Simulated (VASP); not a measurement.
An input for Ansatz (written as the equivalent of a VASP run, and not itself run):

Ansatz 0.2 input:
```yaml
crystal:
  lattice:
    - [3.5490000, 0.0000000, 0.0000000]
    - [0.0000000, 3.5490000, 0.0000000]
    - [0.0000000, 0.0000000, 3.5490000]
  atoms:
    - { symbol: W, position: [0.0000000, 0.0000000, 0.0000000] }
    - { symbol: Si, position: [0.5000000, 0.5000000, 0.5000000] }
kpoints:
  mp_grid: { grid: [9, 9, 9] }
hamiltonian:
  xc: pbe
  pseudopotentials: { kind: paw }
scf:
  occupations: { method: methfessel_paxton, width: 0.1 }
  max_iter: 100
relax:
  max_steps: 60
  f_tol: 0.01
  cell: {}
output: { forces: true, stress: true, eigenvalues: true }
```

Problem. Translate this input to VASP (INCAR, KPOINTS, POSCAR, choice of POTCAR).

Solution. One answer among several that fit: 
**POSCAR**
```
WSi
1
    3.5490000000     0.0000000000     0.0000000000
    0.0000000000     3.5490000000     0.0000000000
    0.0000000000     0.0000000000     3.5490000000
W Si
1 1
Direct
  0.0000000000   0.0000000000   0.0000000000
  0.5000000000   0.5000000000   0.5000000000
```

INCAR:
```
! general
SYSTEM   =  WSi
PREC     =  Accurate
ENCUT    =  400   ! plane-wave cut-off (eV)
LREAL    =  .FALSE.   ! projection in real space or not
LASPH    =  .TRUE.   ! aspherical one-centre terms

! electronic loop
EDIFF    =  1E-6
NELM     =  100   ! most electronic steps
ALGO     =  Normal
LMAXMIX  =  6   ! l cut-off of mixed one-centre charges

! smearing
ISMEAR   =  1   ! Methfessel-Paxton
SIGMA    =  0.1

! functional
GGA      =  PE   ! PBE

! ions
IBRION   =  2
NSW      =  60   ! most ionic steps
ISIF     =  3
EDIFFG   =  -0.01   ! ionic stop

! output
LWAVE    =  .FALSE.
LCHARG   =  .FALSE.
```

### KPOINTS
```
Automatic mesh
0
Gamma
9 9 9
0 0 0
```

POTCAR, in this order: W_sv Si (PBE.64 set). Program: vasp_std.

Limits of the translation: each code has its own PAW files, so the cut-off isn't converted (ENCUT is set for VASP's; basis.ecutwfc is left out, and Ansatz then takes the one that its files recommend); Ansatz stops its SCF on the density residual and VASP on the energy change (EDIFF).

The structure was generated: WSi was put into the CsCl type type (Pm-3m), which need not be its known phase. This run relaxes it. Symmetry was kept, so distortions that lower it aren't found.
